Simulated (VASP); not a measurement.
```
CELL_PARAMETERS angstrom
     -1.60650     1.60650     1.60650
      1.60650    -1.60650     1.60650
      1.60650     1.60650    -1.60650
ATOMIC_POSITIONS crystal
  Mo 0.00000 0.00000 0.00000
```

The base run (VASP): PBE GGA, plane waves, VASP's PBE PAW potentials (set 64). Settings: 400 eV cut-off, 14×14×14 Γ-centred mesh, first-order Methfessel-Paxton smearing of 0.10 eV, potentials Mo_sv.

The base run took about 20 core-seconds. Times come from single runs on busy shared machines, so they are rough: good to a factor of about 2.

Pressures at a finite cut-off, here 400 eV, hold a Pulay part, which wasn't tested here.

```csv
setting,cost over the base run,electronic steps,pressure (GPa)
GGA = 91,within a factor of 2,11,-10.61
IVDW = 12,within a factor of 2,11,-18.27
GGA = RP,within a factor of 2,11,-8.25
IVDW = 11,within a factor of 2,11,-17.88
base run,reference,11,-11.48
"AGGAC = 0.0, GGA = BO, LUSE_VDW = .TRUE., PARAM1 = 0.1833333333, PARAM2 = 0.22",within a factor of 2,11,-11.37
"GGA removed, LMIXTAU = .TRUE., METAGGA = SCAN",about 6 times,25,-15.45
```

Left out are runs that failed, have no time on record or changed the cell.

The compound is Mo in the bcc structure. The cell was not relaxed at this level.
